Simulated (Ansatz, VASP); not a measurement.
## Two plane-wave programs on ReRh2

```
CELL_PARAMETERS angstrom
-1.62605 1.62605 4.13127
1.62605 -1.62605 4.13127
1.62605 1.62605 -4.13127
ATOMIC_POSITIONS crystal
Re 0.00000 0.00000 0.00000
Rh 0.66262 0.66262 0.00000
Rh 0.33738 0.33738 0.00000
```

Alike in both runs: functional PBE; k mesh 8 × 8 × 8; occupations gaussian, width 0.1 eV; no spin polarisation.

Ansatz relaxed the structure, and its values are those at the end. VASP's run is a single point on that final structure, the one shown.

|  | VASP | Ansatz |
| --- | --- | --- |
| version | VASP 6.6.1 | Ansatz 0.2.0 |
| potentials or method | VASP PAW PBE potentials, release 64 (Re, Rh_pv) | scalar-relativistic, plane waves, PAW |
| plane-wave cutoff (eV) | 520 | 420 |
| valence electrons in the cell | 37 | 49 |

VASP gave:

| Item | Value |
| --- | --- |
| gap on the k mesh at the Fermi level (eV) | none |
| pressure (GPa) | 0.0 |
| rms of the force components (eV/Å) | 0.007 |

Q: What did Ansatz give for the same quantities?

A: gap on the k mesh at the Fermi level (eV): none; pressure (GPa): 0.0; rms of the force components (eV/Å): 0.002.

A gap of «none» marks a metal or a gap that the smearing closes. With one functional, cell and mesh, what is left measures potentials, basis and numerics. The two sets of potentials don't hold the same shells in valence.

Spin-orbit coupling is left out, which matters for the levels of Re.
